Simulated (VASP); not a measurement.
Here is the system:

```yaml
crystal:
  lattice:
    - [0.00000, 2.07000, 2.07000]
    - [2.07000, 0.00000, 2.07000]
    - [2.07000, 2.07000, 0.00000]
  atoms:
    - { symbol: V, position: [0.00000, 0.00000, 0.00000] }
    - { symbol: N, position: [0.50000, 0.50000, 0.50000] }
```

Level of theory: PBE GGA, VASP's PBE PAW potentials (set 64) (plane waves; VASP). Numerical set-up: 400 eV cut-off, 18×18×18 Γ-centred mesh, Gaussian smearing of 0.10 eV, potentials V_sv N.

Problem. Give the energies of bands 6 to 12 at the high-symmetry points, in eV from the Fermi level.

Solution. 
```
band      Γ      X      U      L      W
----  -----  -----  -----  -----  -----
6     -2.20  -6.61  -6.44  -8.79  -6.15
7     -2.20  -3.74  -6.43  -6.00  -6.15
8     -2.20  -3.62  -4.96  -6.00  -5.88
9     -1.50  -3.62  -1.15   0.58   0.13
10    -1.50   0.50   0.83   0.58   0.13
11    -1.50   1.19   1.27   1.44   1.19
12    -0.46   1.19   2.57   4.91   2.09
```

It has no gap at this level: it comes out as a metal or semimetal.

The structure is a typed VN crystal (Fm-3m). The cell was not relaxed at this level. The run is not spin-polarised, so no magnetic state was tried. VASP warned that the highest band is occupied, so more bands are needed.
